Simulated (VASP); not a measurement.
The cell holds one Sr (fcc) (100) slab, with vacuum along c, ions free to move until forces fall under 0.03 eV/Å, no reconstruction beyond this cell, dipole correction on.

Input:

```yaml
crystal:
  lattice:
    - [4.18013, 0.00000, 0.00000]
    - [0.00000, 4.18013, 0.00000]
    - [0.00000, 0.00000, 26.40772]
  atoms:
    - { symbol: Sr, position: [0.00000, 0.50000, 0.33220] }
    - { symbol: Sr, position: [0.50000, 0.00000, 0.44370] }
    - { symbol: Sr, position: [0.00000, 0.50000, 0.55630] }
    - { symbol: Sr, position: [0.50000, 0.00000, 0.66780] }
```

Computed with PBEsol GGA, VASP's PBE PAW potentials (set 64) (plane waves; VASP). Run with 400 eV cut-off, 7×7×1 Γ-centred mesh, first-order Methfessel-Paxton smearing of 0.10 eV, potentials Sr_sv.

Slab and bulk use different k-meshes, so the surface energy is good to a few per cent at best.

Task: Predict its surface energy, work function, band gap (on the k-mesh).

Result: 
```json
{
  "surface_energy": "0.39 J/m²",
  "work_function": "2.53 eV",
  "band gap (on the k-mesh)": "none (metal, semimetal or under 0.01 eV)"
}
```

The cell is a thin slab with vacuum, built from Sr (fcc): (100) face.
